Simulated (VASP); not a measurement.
# CaTlClF2 with PW91: from relaxation to properties, part 7 of 7

Wanted: the relaxed cell of CaTlClF2 and its properties. The cell is invented: it takes the structure of a Materials Project entry for CaTlF3 (space group 8 there), with some of its atoms replaced by other elements, volume scaled by an estimate. It may not be a known or stable phase.

VASP 6.6.1, plane waves and PAW; the level of theory is named at each step.

So far, gap on the k-mesh (eV): step 3 (relaxing cell and atoms (PW91)) 3.93; step 7 (density of states (PW91)) 3.81; step 8 (electric field gradients (PW91)) 4.01; step 9 (electric field gradients (PW91), try 2) 3.93.

### Step 12. Bands along the symmetry lines (PW91), changed input

Level of this step: PW91; plane waves and PAW (Tl_d, Ca_sv, Cl, F); invented cell (VASP).

The mesh alone shows little of the dispersion and can miss band extrema, so KPOINTS_OPT adds a path through the symmetry points after the self-consistent cycle. Some settings are moved from the usual, to see what they do.

INCAR

```
SYSTEM = CaTlClF2
PREC = Accurate
ENCUT = 200
EDIFF = 1E-06
NELM = 100
ISMEAR = -1
SIGMA = 0.05
LREAL = .FALSE.
ALGO = Normal
GGA = 91
NBANDS = 37
LORBIT = 11
LWAVE = .FALSE.
LCHARG = .FALSE.
KPAR = 2
```

POSCAR

```
CaTlClF2
1.0
    3.1674724006     -3.1642630293      0.0151758401
    3.1674724006      3.1642630293      0.0151758401
    0.0109148676      0.0000000000      5.7699244155
Tl Ca Cl F
1 1 1 2
Direct
    0.0014957693      0.0014957693      0.1123690822
    0.4983270139      0.4983270139      0.4870411418
    0.5013213719      0.5013213719      0.9668390797
    0.4969311727      0.9985106722      0.4340638482
    0.9985106722      0.4969311727      0.4340638482
```

KPOINTS

```
Automatic mesh
0
Gamma
5 5 4
0 0 0
```

KPOINTS_OPT

```
Line mode
16
Line-mode
Reciprocal
  0.00000000   0.00000000   0.00000000 GAMMA
 -0.49819100  -0.49819100  -0.50689741 Y

 -0.49819100  -0.49819100  -0.50689741 Y
 -0.49769208  -0.49769208  -0.50772413 F

 -0.49769208  -0.49769208  -0.50772413 F
 -0.50000000  -0.50000000  -0.50000000 L

 -0.50000000  -0.50000000  -0.50000000 L
 -0.50233157  -0.49766843  -0.50000000 I

 -0.49766843   0.49766843   0.50000000 I1
  0.00000000   0.00000000   0.50000000 Z

  0.00000000   0.00000000   0.50000000 Z
 -0.49868991  -0.49868991   0.49392930 H

 -0.49868991  -0.49868991   0.49392930 H
 -0.50230792  -0.50230792  -0.49227587 F1

 -0.50131009   0.49868991  -0.49392930 H1
 -0.50180900   0.49819100  -0.49310259 Y1

 -0.50180900   0.49819100  -0.49310259 Y1
 -0.50000000   0.50000000   0.00000000 X

 -0.50000000   0.50000000   0.00000000 X
  0.00000000   0.00000000   0.00000000 GAMMA

  0.00000000   0.00000000   0.00000000 GAMMA
 -0.50000000   0.00000000  -0.50000000 N

 -0.50000000   0.00000000   0.00000000 M
  0.00000000   0.00000000   0.00000000 GAMMA
```

The projector-augmented-wave data sets are Tl_d, Ca_sv, Cl and F (PBE family, release 64).

Run with:

```sh
> mpirun -np 2 vasp_std
```

Output:

```text
[... set-up lines as in an earlier step ...]
 entering main loop
       N       E                     dE             d eps       ncg     rms          rms(c)
DAV:   1     0.195035825894E+03    0.19504E+03   -0.13269E+04  2636   0.542E+02
DAV:   2    -0.130889737765E+02   -0.20812E+03   -0.20072E+03  2877   0.201E+02
DAV:   3    -0.244993727641E+02   -0.11410E+02   -0.11344E+02  3482   0.427E+01
DAV:   4    -0.247508902334E+02   -0.25152E+00   -0.25045E+00  3429   0.461E+00
DAV:   5    -0.247527397492E+02   -0.18495E-02   -0.18495E-02  2957   0.392E-01    0.167E+01
DAV:   6    -0.225562364143E+02    0.21965E+01   -0.19636E+00  2641   0.673E+00    0.909E+00
DAV:   7    -0.220548913006E+02    0.50135E+00   -0.58487E-01  2795   0.400E+00    0.270E+00
DAV:   8    -0.220297949835E+02    0.25096E-01   -0.11332E-01  2943   0.181E+00    0.383E-01
DAV:   9    -0.220335396784E+02   -0.37447E-02   -0.23182E-02  2774   0.618E-01    0.158E-01
DAV:  10    -0.220343683800E+02   -0.82870E-03   -0.15653E-03  2762   0.205E-01    0.648E-02
DAV:  11    -0.220345758887E+02   -0.20751E-03   -0.32358E-04  2675   0.867E-02    0.220E-02
DAV:  12    -0.220346092791E+02   -0.33390E-04   -0.66013E-05  2712   0.361E-02    0.626E-03
DAV:  13    -0.220346108556E+02   -0.15765E-05   -0.28875E-06  2978   0.709E-03    0.291E-03
DAV:  14    -0.220346113280E+02   -0.47245E-06   -0.57455E-07  2147   0.339E-03
   1 F= -.22034611E+02 E0= -.22034611E+02  d E =-.870248E-10
 Start KPOINTS_OPT (optional k-point list driver)
k-point batch [1-33\192]
       N       E                     dE             ncg
DAV:   1    -0.726497386675E+04   -0.30367E+05     2634
DAV:   2    -0.142164930703E+05   -0.69515E+04     2978
DAV:   3    -0.145985226680E+05   -0.38203E+03     3484
DAV:   4    -0.146070776116E+05   -0.85549E+01     3448
DAV:   5    -0.146071780137E+05   -0.10040E+00     2997
DAV:   6    -0.146071791022E+05   -0.10885E-02     3091
DAV:   7    -0.146071791231E+05   -0.20921E-04     2848
DAV:   8    -0.146071791238E+05   -0.63079E-06     2022
[...]
k-point batch [166-192\192]
       N       E                     dE             ncg
DAV:   1    -0.559280217417E+04   -0.16553E+05     2195
DAV:   2    -0.111604604468E+05   -0.55677E+04     2447
DAV:   3    -0.114650302453E+05   -0.30457E+03     2837
DAV:   4    -0.114700642125E+05   -0.50340E+01     2822
DAV:   5    -0.114701073716E+05   -0.43159E-01     2423
DAV:   6    -0.114701081057E+05   -0.73409E-03     2537
DAV:   7    -0.114701081284E+05   -0.22734E-04     2373
DAV:   8    -0.114701081288E+05   -0.37547E-06     1609
```

Run time: 99 s. Hardware: 2 MPI ranks of AMD EPYC 7R43, shared host; peak memory 0.3 GiB; 3.3 min of CPU time.

From OUTCAR (step 12):

```text
   ENCUT  =  200.0 eV  14.70 Ry    3.83 a.u.   5.16  5.16  6.65*2*pi/ulx,y,z

   NELECT =      44.0000    total number of electrons

 E-fermi :   1.3165

 k-point     1 :       0.0000    0.0000    0.0000
  band No.  band energies     occupation
    ...
     18      -2.4000      2.00000
     19      -2.0446      2.00000
     20      -1.1781      2.00000
     21      -1.0294      2.00000
     22      -1.0269      2.00000
     23       5.3944      0.00000
     24       6.4860      0.00000
     25       6.4901      0.00000
     26       6.7455      0.00000
     27       7.3056      0.00000
    ...

  Total      -76.3234777    -76.1554791    -76.3880474      0.0000000      0.0000000      0.0737714
  in kB    -1057.2729793  -1054.9457746  -1058.1674333      0.0000000      0.0000000      1.0219197
  external PRESSURE =   -1056.7953958 kB  Pullay stress =       0.0000000 kB

 POSITION                                       TOTAL-FORCE (eV/Angst)
 -----------------------------------------------------------------------------------
      0.01070      0.00000      0.64841         0.004172      0.000000     -0.130301
      3.16219      0.00000      2.82532         0.001239      0.000000     -0.252261
      3.18640      0.00000      5.59380        -0.003964      0.000000      0.024460
      4.74151      1.58713      2.52721        -0.000724      0.004448      0.179051
      4.74151     -1.58713      2.52721        -0.000724     -0.004448      0.179051
 -----------------------------------------------------------------------------------
    total drift:                               -0.006322      0.000000      0.002915

  FREE ENERGIE OF THE ION-ELECTRON SYSTEM (eV)
  ---------------------------------------------------
  free  energy   TOTEN  =       -22.0346113280 eV

  energy  without entropy=      -22.0346113279  energy(sigma->0) =      -22.03461133

[... 5 parts as in an earlier step ...]

[... 11 further parts left out ...]
```

The run converged; its settings lie outside those of the reference runs, so its numbers are set aside.

Against the sound run on this cell (bands along the symmetry lines (PW91)) the energy at zero smearing moves by +224.9 meV an atom and the pressure by -105.71 GPa.

Settings moved from the usual: ENCUT = 200.

The cutoff falls from 520 to 200 eV, which shrinks the basis; the stress suffers most (Pulay stress), and PAW energies need not rise evenly as the basis shrinks.

### Step 13. Results

```yaml
relaxed_volume: 23.13 Å³/atom
relaxed_conventional_cell_a_b_c: 6.335, 6.329, 5.770 Å; angles 90.0, 90.4, 90.0°
space_group_after_relaxing_within_0p02_a: Cm (No. 8)
band_gap: 3.81 eV, indirect (least direct gap of that run 4.01 eV)
gap_among_the_points_of_the_dos_mesh_alone_an_upper_bound: 3.81 eV
largest_field_gradient_vzz: 54.17 V/Å² on Tl1
band_gap_pw91_soc: 3.68 eV, indirect (least direct gap of that run 3.80 eV)
bulk_modulus_hill: 34.4 GPa
shear_modulus_hill: 14.1 GPa
debye_temperature_from_the_elastic_constants: 205 K
highest_zone_centre_mode: 349 cm⁻¹
```

In words: With PW91, CaTlClF2 relaxes to 23.13 Å³/atom in space group Cm (held by the symmetry of the run) and has an indirect gap of 3.81 eV. Bands along the symmetry lines (PW91): On this path the gap is indirect, 3.81 eV, with the valence top at M and the conduction bottom at Z. The least direct gap is 4.01 eV. Bands along the symmetry lines (PW91 + SOC): The path shows an indirect gap of 3.68 eV (valence top at M, conduction bottom between I1 and Z). The least direct gap is 3.80 eV. Elastic constants (PW91): The highest mode in this list at Γ, 348.9 cm⁻¹, is mostly motion of F (73 % of the kinetic energy). LASPH was switched on together with spin-orbit coupling, so shifts put down to the coupling hold both changes. Semilocal functionals usually underestimate gaps. Modes at Γ alone can't show that the crystal is stable at other wave vectors, and the LO-TO splitting is not included. No search among competing phases was made. All values are for a static lattice at zero temperature.

[Lines on the potential files, build, host, timing and source positions are cut from VASP's logs without a mark.]

[Logs are printed without paths, hosts, clocks, repeated set-up lines and the standing remarks that a program may print on its own settings, such as how far it seeks lower states.]

[Hosts, paths, dates, database ids (printed as entryN), source tags and the programs' standing remarks are cut or masked in the printed files.]

[A measured line is paired with the nearest computed mode of its activity, which favours agreement.]
